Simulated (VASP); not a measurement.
Data:

```yaml
crystal:
  lattice:
    - [1.77000, -3.06573, 0.00000]
    - [1.77000, 3.06573, 0.00000]
    - [0.00000, 0.00000, 5.04000]
  atoms:
    - { symbol: Pt, position: [0.00000, 0.00000, 0.00000] }
    - { symbol: S, position: [0.33333, 0.66667, 0.23000] }
    - { symbol: S, position: [0.66667, 0.33333, 0.77000] }
```

Computed with PBE GGA, VASP's PBE PAW potentials (set 64) (plane waves; VASP). Settings: 400 eV cut-off, 5×5×3 Monkhorst-Pack mesh, Gaussian smearing of 0.050 eV, potentials Pt S.

Problem. Which forces act on the atoms, in eV/Å?

Solution. 
```csv
atom,Fx,Fy,Fz
Pt1,0.000,0.000,0.000
S2,0.000,0.000,1.033
S3,0.000,0.000,-1.033
```

Problem. Give the stress tensor in GPa (positive for a compressed cell).

Solution. 
```
10.75   0.00   0.00
 0.00  10.75   0.00
 0.00   0.00   8.71
```
The pressure is its mean diagonal, 10.07 GPa.

The compound is PtS2 in the 1T layered structure. The cell was not relaxed at this level. The run is one of a series of settings (KPOINTS 5×5×3 Monkhorst-Pack mesh against the base run), some of them coarse on purpose.
